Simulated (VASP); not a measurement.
All values below come from PBE GGA, VASP's PBE PAW potentials (set 64) (plane waves; VASP).

A VASP calculation is set up with these files.

KPOINTS:
```
k-points along high-symmetry lines
8
Line-mode
Reciprocal
  0.000000   0.000000   0.000000 ! GAMMA
 -0.500000   0.500000   0.000000 ! Y

 -0.500000   0.500000   0.000000 ! Y
 -0.274939   0.725061   0.000000 ! C_0

  0.274939   0.274939   0.000000 ! SIGMA_0
  0.000000   0.000000   0.000000 ! GAMMA

  0.000000   0.000000   0.000000 ! GAMMA
  0.000000   0.000000   0.500000 ! Z

  0.000000   0.000000   0.500000 ! Z
  0.274939   0.274939   0.500000 ! A_0

 -0.274939   0.725061   0.500000 ! E_0
 -0.500000   0.500000   0.500000 ! T

 -0.500000   0.500000   0.500000 ! T
 -0.500000   0.500000   0.000000 ! Y

  0.000000   0.000000   0.000000 ! GAMMA
  0.000000   0.500000   0.000000 ! S

  0.000000   0.500000   0.000000 ! S
  0.000000   0.500000   0.500000 ! R

  0.000000   0.500000   0.500000 ! R
  0.000000   0.000000   0.500000 ! Z

  0.000000   0.000000   0.500000 ! Z
 -0.500000   0.500000   0.500000 ! T
```

INCAR:
```
# general
SYSTEM=P
PREC  =Accurate
ENCUT =520
LREAL =.FALSE.
LASPH =.TRUE.
ICHARG=11

# electronic loop
EDIFF =1E-7
NELM  =100
ALGO  =Normal

# smearing
ISMEAR=0
SIGMA =0.05

# functional
GGA   =PE

# output
LWAVE =.FALSE.
LCHARG=.FALSE.
LORBIT=11
```

File POSCAR:
```
P
5.8083110
  0.2853663694  -0.9584185851   0.0000000000
  0.2853663694   0.9584185851   0.0000000000
  0.0000000000   0.0000000000   0.7822838803
P
4
Direct
  0.0950820148   0.9049179852   0.9137804338
  0.4049179852   0.5950820148   0.4137804338
  0.5950820148   0.4049179852   0.5862195662
  0.9049179852   0.0950820148   0.0862195662
```

POTCAR, in this order: P (PBE.64 set). Program: vasp_std. Read from the step before: CHGCAR.

The resulting files:

File OSZICAR:
```
       N       E                     dE             d eps       ncg     rms          rms(c)
DAV:   1     0.675287826856E+02    0.67529E+02   -0.82559E+03  2464   0.119E+03
DAV:   2    -0.150709957002E+02   -0.82600E+02   -0.79910E+02  3276   0.173E+02
DAV:   3    -0.193663077253E+02   -0.42953E+01   -0.42606E+01  3288   0.428E+01
DAV:   4    -0.194333781165E+02   -0.67070E-01   -0.66992E-01  3210   0.604E+00
DAV:   5    -0.194350491001E+02   -0.16710E-02   -0.16706E-02  3394   0.846E-01
DAV:   6    -0.194351035010E+02   -0.54401E-04   -0.54400E-04  3300   0.145E-01
DAV:   7    -0.194351049609E+02   -0.14599E-05   -0.14595E-05  3432   0.204E-02
DAV:   8    -0.194351050292E+02   -0.68283E-07   -0.67786E-07  2816   0.364E-03
   1 F= -.19435105E+02 E0= -.19434901E+02  d E =-.407513E-03
```

**OUTCAR**
```
 val. band max:        5.5382102710   @ k =  -0.5000   0.5000   0.0000

 cond. band min:       5.6635736713   @ k =  -0.5000   0.5000   0.0000



 k-point     1 :       0.0000    0.0000    0.0000
  band No.  band energies     occupation
      1     -10.0130      2.00000
      2      -7.3018      2.00000
      3      -4.1064      2.00000
      4      -1.0160      2.00000
      5       0.5748      2.00000
      6       0.7478      2.00000
      7       1.6564      2.00000
      8       2.8739      2.00000
      9       3.1663      2.00000
     10       4.4550      2.00000
     11       6.2649      0.00000
     12       6.6934      0.00000
     13       7.5573      0.00000
     14       8.3903      0.00000

 k-point     2 :      -0.0714    0.0714    0.0000
  band No.  band energies     occupation
      1     -10.0077      2.00000
      2      -7.3158      2.00000
      3      -4.1030      2.00000
      4      -0.9942      2.00000
      5       0.5485      2.00000
      6       0.7357      2.00000
      7       1.6519      2.00000
      8       2.8938      2.00000
      9       3.1736      2.00000
     10       4.5063      2.00000
     11       6.2842      0.00000
     12       6.6801      0.00000
     13       7.5699      0.00000
     14       8.3854      0.00000

 k-point     3 :      -0.1429    0.1429    0.0000
  band No.  band energies     occupation
      1      -9.9926      2.00000
      2      -7.3551      2.00000
      3      -4.0935      2.00000
      4      -0.9308      2.00000
      5       0.4773      2.00000
      6       0.6947      2.00000
      7       1.6395      2.00000
      8       2.9625      2.00000
      9       3.1938      2.00000
     10       4.6501      2.00000
     11       6.3220      0.00000
     12       6.6451      0.00000
     13       7.6028      0.00000
     14       8.3719      0.00000

 k-point     4 :      -0.2143    0.2143    0.0000
  band No.  band energies     occupation
      1      -9.9701      2.00000
...
```

The density is held fixed in this step, so its total energy and stress have no physical meaning. Without a dispersion term in the relaxation, distances and binding between the weakly bound layers, chains or molecules are unreliable, and so is what depends on them.

The compound is P in the black structure. It was relaxed first, which changed the volume by +10 %.
